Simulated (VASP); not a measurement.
These are PBEsol GGA, VASP's PBE PAW potentials (set 64) (plane waves; VASP) values and carry that method's errors.

A VASP calculation is set up with these files.

**INCAR**
```
PREC = Normal
SIGMA = 0.05   ! width (eV)
LREAL = .FALSE.   ! projection in real space or not
LDIPOL = .TRUE.
ALGO = Normal   ! blocked Davidson
LVHAR = .TRUE.
NELMIN = 4
NELM = 100   ! most electronic steps
ISMEAR = 0   ! Gaussian
SYSTEM = PbS(110) slab
GGA = PS
LASPH = .TRUE.
LORBIT = 11   ! lm-projected
EDIFF = 1E-6   ! SCF stop (eV)
DIPOL = 0.5 0.5 0.5
LMAXMIX = 4
ENCUT = 400   ! plane-wave cut-off (eV)
IDIPOL = 3
LCHARG = .FALSE.
LWAVE = .FALSE.
```

**POSCAR**
```
PbS(110) slab
1
    4.1714126820     0.0000000000     0.0000000000
    0.0000000000     5.8992687828     0.0000000000
    0.0000000000     0.0000000000    27.4113824302
Pb S
6 6
Direct
  0.0000000000   0.0000000000   0.3090172811
  0.5000000000   0.5000000000   0.3801653594
  0.0000000000   0.0000000000   0.4633431565
  0.5000000000   0.5000000000   0.5366568435
  0.0000000000   0.0000000000   0.6198346406
  0.5000000000   0.5000000000   0.6909827189
  0.5000000000   0.0000000000   0.3733578112
  0.0000000000   0.5000000000   0.3151719046
  0.5000000000   0.0000000000   0.5298181216
  0.0000000000   0.5000000000   0.4701818784
  0.5000000000   0.0000000000   0.6848280954
  0.0000000000   0.5000000000   0.6266421888
```

### KPOINTS
```
Regular mesh
0
gamma
  5 4 1
0 0 0
```

POTCAR, in this order: Pb_d S (PBE.64 set). Program: vasp_std. Read from the step before: WAVECAR.

Output

### OUTCAR
```
 ion  position               nearest neighbor table
   1  0.000  0.000  0.309-   7 2.73   7 2.73   8 2.95   8 2.95   2 4.11   2 4.11   2 4.11   2 4.11
  LATTYP: Found a simple orthorhombic cell.
 ALAT       =     4.1714126820
 B/A-ratio  =     1.4142136567
 C/A-ratio  =     6.5712468461
 Subroutine PRICEL returns:
 Original cell was already a primitive cell.
 Subroutine GETGRP returns: Found  8 space group operations
The static configuration has the point symmetry C_2v.
 The point group associated with its full space group is D_2h.
The dynamic configuration has the point symmetry C_2v.
 Subroutine INISYM returns: Found  8 space group operations
 Subroutine IBZKPT returns following result:
 Found      9 irreducible k-points:

 Following reciprocal coordinates:
            Coordinates               Weight
  0.000000  0.000000  0.000000      1.000000
  0.200000  0.000000  0.000000      2.000000
  0.400000  0.000000  0.000000      2.000000
  0.000000  0.250000  0.000000      2.000000
  0.200000  0.250000  0.000000      4.000000
  0.400000  0.250000  0.000000      4.000000
  0.000000  0.500000  0.000000      1.000000
  0.200000  0.500000  0.000000      2.000000
  0.400000  0.500000  0.000000      2.000000
   k-points           NKPTS =      9   k-points in BZ     NKDIM =      9   number of bands    NBANDS=     72
   number of dos      NEDOS =    301   number of ions     NIONS =     12
   total plane-waves  NPLWV =  84000
   dimension x,y,z NGX =    20 NGY =   30 NGZ =  140
   dimension x,y,z NGXF=    40 NGYF=   60 NGZF=  280
   ions per type =               6   6
   PREC   = normal    normal or accurate (medium, high low for compatibility)
   ISTART =      1    job   : 0-new  1-cont  2-samecut
   ICHARG =      0    charge: 1-file 2-atom 10-const
   ISPIN  =      1    spin polarized calculation?
   LNONCOLLINEAR =      F non collinear calculations
   LSORBIT =      F    spin-orbit coupling
   INIWAV =      1    electr: 0-lowe 1-rand  2-diag
...
```

OSZICAR:
```
       N       E                     dE             d eps       ncg     rms          rms(c)
DAV:   1    -0.555205998329E+02   -0.55521E+02   -0.15426E-04  1872   0.463E-02    0.174E-02
DAV:   2    -0.555205832129E+02    0.16620E-04   -0.52731E-05  1664   0.377E-02    0.857E-03
DAV:   3    -0.555205821471E+02    0.10657E-05   -0.11413E-05  1376   0.104E-02    0.922E-03
DAV:   4    -0.555205821393E+02    0.78380E-08   -0.12017E-06   968   0.619E-03
   1 F= -.55520582E+02 E0= -.55520582E+02  d E =-.127759E-10
```

File OUTCAR:
```
------------------------ aborting loop because EDIFF is reached ----------------------------------------
  FORCE on cell =-STRESS in cart. coord.  units (eV):
  Direction    XX          YY          ZZ          XY          YZ          ZX
  --------------------------------------------------------------------------------------
  Total       -1.4936755     -1.2513542      0.1820859      0.0000000      0.0000000      0.0000000
  in kB       -3.5477627     -2.9722035      0.4324887      0.0000000      0.0000000      0.0000000
  external PRESSURE =      -2.0291592 kB  Pullay stress =       0.0000000 kB
  volume of cell :      674.55
      direct lattice vectors                 reciprocal lattice vectors
     4.171412682  0.000000000  0.000000000     0.239726941  0.000000000  0.000000000
     0.000000000  5.899268783  0.000000000     0.000000000  0.169512534  0.000000000
     0.000000000  0.000000000 27.411382430     0.000000000  0.000000000  0.036481195
 POSITION                                       TOTAL-FORCE (eV/Angst)
 -----------------------------------------------------------------------------------
      0.00000      0.00000      8.47059         0.000000      0.000000     -0.003169
      2.08571      2.94963     10.42086         0.000000      0.000000     -0.011028
      0.00000      0.00000     12.70088         0.000000      0.000000     -0.011345
      2.08571      2.94963     14.71051         0.000000      0.000000      0.011345
      0.00000      0.00000     16.99052         0.000000      0.000000      0.011028
      2.08571      2.94963     18.94079         0.000000      0.000000      0.003169
      2.08571      0.00000     10.23425         0.000000      0.000000      0.003419
      0.00000      2.94963      8.63930         0.000000      0.000000     -0.018425
      2.08571      0.00000     14.52305         0.000000      0.000000      0.003169
      0.00000      2.94963     12.88834         0.000000      0.000000     -0.003169
      2.08571      0.00000     18.77208         0.000000      0.000000      0.018425
      0.00000      2.94963     17.17713         0.000000      0.000000     -0.003419
 -----------------------------------------------------------------------------------
    total drift:                               -0.000000      0.000000      0.000000
  FREE ENERGIE OF THE ION-ELECTRON SYSTEM (eV)
  ---------------------------------------------------
  free  energy   TOTEN  =       -55.5205821393 eV

  energy  without entropy=      -55.5205821393  energy(sigma->0) =      -55.52058214

 total charge

# of ion       s       p       d       tot
------------------------------------------
    1        1.437   0.580   9.837  11.853
    2        1.458   0.569   9.844  11.871
    3        1.458   0.553   9.843  11.854
    4        1.458   0.553   9.843  11.854
    5        1.458   0.569   9.844  11.871
    6        1.437   0.580   9.837  11.853
    7        1.345   2.318   0.000   3.663
    8        1.345   2.315   0.000   3.660
    9        1.347   2.315   0.000   3.662
   10        1.347   2.315   0.000   3.662
   11        1.345   2.315   0.000   3.660
   12        1.345   2.318   0.000   3.663
--------------------------------------------------
tot         16.782  17.301  59.047  93.130
```
(Selected blocks of OUTCAR.)

The cell is a thin slab with vacuum, built from PbS (rock salt): (110) face.
